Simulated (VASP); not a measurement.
A cell of Al₃Sc (L1_2) near equilibrium:

```
Al3Sc
1.0
    4.10636     0.00000     0.00000
    0.00000     4.10636     0.00000
    0.00000     0.00000     4.10636
Sc Al
1 3
Direct
  0.00000   0.00000   0.00000
  0.00000   0.50000   0.50000
  0.50000   0.00000   0.50000
  0.50000   0.50000   0.00000
```

All values below come from PBE GGA, VASP's PBE PAW potentials (set 64) (plane waves; VASP).

| run | ΔE (meV/atom) | σxx | σyy | σzz | largest shear component, with its sign (GPa) | largest force (eV/Å) |
|---|---|---|---|---|---|---|
| as it is | 0.0 | 0.00 | 0.00 | 0.00 | 0.00 | 0.000 |
| after one change | 1.1 | 1.32 | 1.32 | 1.32 | 0.00 | 0.000 |
Stress is in GPa, positive when the cell is compressed.

Problem. Which change was made?
A) atom 2 (Al) moved by -0.050 Å along z
B) biaxial strain of -1.5 % in the xz plane
C) isotropic strain of -0.5 %
D) uniaxial strain of +3.0 % along y

Solution. C, isotropic strain of -0.5 %

The compound is Al3Sc in the L1_2 structure.
